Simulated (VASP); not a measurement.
Here is a VASP 6.6.1 calculation.

INCAR

```
ALGO = Normal ; EDIFF = 1E-7
ENCUT = 520 ; ISIF = 2
ISMEAR = -1 ; LASPH = True
LCHARG = False ; LMAXMIX = 4
LMIXTAU = True ; LREAL = False
LWAVE = False ; METAGGA = TPSS
NBANDS = 16 ; NELM = 100
PREC = Accurate ; SIGMA = 0.05
```

KPOINTS

```
k-points
0
Gamma
  9 9 7
```

The input POSCAR:

```
NaCu
1.0
    2.9422367500      0.0000000000      0.0000000000
    0.0000000000      2.9422367500      0.0000000000
    0.0000000000      0.0000000000      4.0409127600
Na Cu
1 1
Direct
    0.0000000000      0.0000000000      0.0000000000
    0.5000000000      0.5000000000      0.5000000000
```

KPOINTS_OPT

```
path GXMGZRAZ,XR,MA
15
line-mode
reciprocal
 0.0000000000  0.0000000000  0.0000000000  G
 0.0000000000  0.5000000000  0.0000000000  X

 0.0000000000  0.5000000000  0.0000000000  X
 0.5000000000  0.5000000000  0.0000000000  M

 0.5000000000  0.5000000000  0.0000000000  M
 0.0000000000  0.0000000000  0.0000000000  G

 0.0000000000  0.0000000000  0.0000000000  G
 0.0000000000  0.0000000000  0.5000000000  Z

 0.0000000000  0.0000000000  0.5000000000  Z
 0.0000000000  0.5000000000  0.5000000000  R

 0.0000000000  0.5000000000  0.5000000000  R
 0.5000000000  0.5000000000  0.5000000000  A

 0.5000000000  0.5000000000  0.5000000000  A
 0.0000000000  0.0000000000  0.5000000000  Z

 0.0000000000  0.5000000000  0.0000000000  X
 0.0000000000  0.5000000000  0.5000000000  R

 0.5000000000  0.5000000000  0.0000000000  M
 0.5000000000  0.5000000000  0.5000000000  A
```

Potentials or basis: VASP PAW PBE potentials, release 64 (Na_pv, Cu).

Command:

```console
$ cat potpaw_PBE.64/Na_pv/POTCAR potpaw_PBE.64/Cu/POTCAR > POTCAR
$ mpirun -np 1 vasp_std > vasp.out
```

Task: Predict the pressure.

Result: 2.0 GPa.

Task: Predict the band gap along the path.

Result: None (metal or under the smearing width).

Stress tensor (GPa, compression positive):
```
0.62 0.00 0.00
0.00 0.62 0.00
0.00 0.00 4.64
```

Caveat: the PAW data sets were made with another functional, which shifts forces and pressure a little.
